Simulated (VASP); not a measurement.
Output of a VASP run:

OSZICAR:
```
       N       E                     dE             d eps       ncg     rms          rms(c)
DAV:   1     0.301968211636E+03    0.30197E+03   -0.21352E+04  1680   0.128E+03
DAV:   2    -0.149802020131E+02   -0.31695E+03   -0.31358E+03  1808   0.373E+02
DAV:   3    -0.273598290410E+02   -0.12380E+02   -0.12171E+02  1888   0.645E+01
DAV:   4    -0.276018742418E+02   -0.24205E+00   -0.24149E+00  1672   0.874E+00
DAV:   5    -0.276092212287E+02   -0.73470E-02   -0.73445E-02  1976   0.115E+00    0.180E+01
DAV:   6    -0.267530637951E+02    0.85616E+00   -0.69265E+00  1584   0.141E+01    0.652E+00
DAV:   7    -0.266945275776E+02    0.58536E-01   -0.61322E-01  1576   0.454E+00    0.442E+00
DAV:   8    -0.266759165053E+02    0.18611E-01   -0.81596E-02  1856   0.180E+00    0.296E-01
DAV:   9    -0.266761336987E+02   -0.21719E-03   -0.32728E-03  1824   0.310E-01    0.176E-01
DAV:  10    -0.266762351964E+02   -0.10150E-03   -0.60415E-04  1808   0.150E-01    0.678E-02
DAV:  11    -0.266762376266E+02   -0.24301E-05   -0.10726E-04  1832   0.617E-02    0.187E-02
DAV:  12    -0.266762388915E+02   -0.12649E-05   -0.14369E-05  1664   0.243E-02    0.111E-02
DAV:  13    -0.266762384393E+02    0.45215E-06   -0.16378E-06  1288   0.764E-03
   1 F= -.26676238E+02 E0= -.26673131E+02  d E =-.266762E+02
       N       E                     dE             d eps       ncg     rms          rms(c)
DAV:   1    -0.266820386608E+02   -0.57998E-02   -0.35599E-01  1456   0.526E+00    0.570E-01
DAV:   2    -0.266769052705E+02    0.51334E-02   -0.25063E-02  1504   0.118E+00    0.167E-01
DAV:   3    -0.266762184317E+02    0.68684E-03   -0.22563E-03  1888   0.266E-01    0.588E-02
DAV:   4    -0.266761706784E+02    0.47753E-04   -0.32149E-04  1728   0.105E-01    0.295E-02
DAV:   5    -0.266761784776E+02   -0.77992E-05   -0.18469E-05  1744   0.299E-02    0.133E-02
DAV:   6    -0.266761817944E+02   -0.33168E-05   -0.51716E-06  1456   0.119E-02    0.310E-03
DAV:   7    -0.266761823200E+02   -0.52564E-06   -0.27413E-07   952   0.374E-03
   2 F= -.26676182E+02 E0= -.26673229E+02  d E =0.561193E-04
       N       E                     dE             d eps       ncg     rms          rms(c)
DAV:   1    -0.266781518920E+02   -0.19701E-02   -0.95859E-02  1440   0.274E+00    0.294E-01
DAV:   2    -0.266767692472E+02    0.13826E-02   -0.67831E-03  1496   0.615E-01    0.871E-02
DAV:   3    -0.266765827285E+02    0.18652E-03   -0.61258E-04  1872   0.140E-01    0.301E-02
DAV:   4    -0.266765655890E+02    0.17139E-04   -0.83727E-05  1688   0.536E-02    0.149E-02
DAV:   5    -0.266765642928E+02    0.12963E-05   -0.48518E-06  1504   0.153E-02    0.694E-03
DAV:   6    -0.266765629676E+02    0.13252E-05   -0.12216E-06   848   0.718E-03    0.149E-03
DAV:   7    -0.266765627521E+02    0.21551E-06   -0.16078E-07   792   0.281E-03
   3 F= -.26676563E+02 E0= -.26673523E+02  d E =-.324313E-03
```

File OUTCAR:
```
------------------------ aborting loop because EDIFF is reached ----------------------------------------
  FORCE on cell =-STRESS in cart. coord.  units (eV):
  Direction    XX          YY          ZZ          XY          YZ          ZX
  --------------------------------------------------------------------------------------
  Total        0.0085614      0.0085614      0.0515105      0.0000000      0.0000000      0.0000000
  in kB        0.1551471      0.1551471      0.9334559      0.0000000      0.0000000      0.0000000
  external PRESSURE =       0.4145834 kB  Pullay stress =       0.0000000 kB
  volume of cell :       88.41
      direct lattice vectors                 reciprocal lattice vectors
     4.168375126  0.000000000  0.000000000     0.239901633  0.138507284 -0.000000000
    -2.084187563  3.609918455  0.000000000     0.000000000  0.277014568 -0.000000000
     0.000000000  0.000000000  5.875546844     0.000000000  0.000000000  0.170196924
 POSITION                                       TOTAL-FORCE (eV/Angst)
 -----------------------------------------------------------------------------------
     -0.00000      2.40661      5.75233        -0.000000      0.000000      0.012197
      2.08419      1.20330      2.81455         0.000000     -0.000000      0.012197
     -0.00000      2.40661      2.32655         0.000000      0.000000     -0.012197
      2.08419      1.20330      5.26432         0.000000     -0.000000     -0.012197
 -----------------------------------------------------------------------------------
    total drift:                               -0.003859      0.002228      0.001574
  FREE ENERGIE OF THE ION-ELECTRON SYSTEM (eV)
  ---------------------------------------------------
  free  energy   TOTEN  =       -26.6765627521 eV

  energy  without entropy=      -26.6674426199  energy(sigma->0) =      -26.67352271

 reached required accuracy - stopping structural energy minimisation
```
(Selected blocks of OUTCAR.)

File POSCAR:
```
MoSe
1
    4.1683291538     0.0000000000    -0.0000000000
   -2.0841645769     3.6098786423     0.0000000000
   -0.0000000000    -0.0000000000     5.8834990104
Mo Se
2 2
Direct
  0.3333330000   0.6666670000   0.9787909414
  0.6666670000   0.3333330000   0.4787909414
  0.3333330000   0.6666670000   0.3962090586
  0.6666670000   0.3333330000   0.8962090586
```

Q: Write an INCAR and KPOINTS that could have produced this output.

A: This is not unique; one that fits is the input of the run itself, PBE GGA, plane waves, VASP's PBE PAW potentials (set 64).

### KPOINTS
```
Regular mesh
0
Gamma
  8 8 5
```

### INCAR
```
# general
SYSTEM  = MoSe
PREC    = Accurate
ENCUT   = 400
LREAL   = F
LASPH   = T

# electronic loop
EDIFF   = 1E-6
NELM    = 100
ALGO    = Normal
LMAXMIX = 4

# smearing
ISMEAR  = 1
SIGMA   = 0.1

# functional
GGA     = PE

# ions
IBRION  = 2
NSW     = 60
ISIF    = 3
EDIFFG  = -0.02

# output
LWAVE   = F
LCHARG  = F
```

POTCAR, in this order: Mo_sv Se (PBE.64 set). Program: vasp_std.

The structure was generated: MoSe was put into the wurtzite type (P6_3mc), which need not be its known phase. This run relaxes it. Symmetry was kept, so distortions that lower it aren't found. The start is the result of an earlier pass.
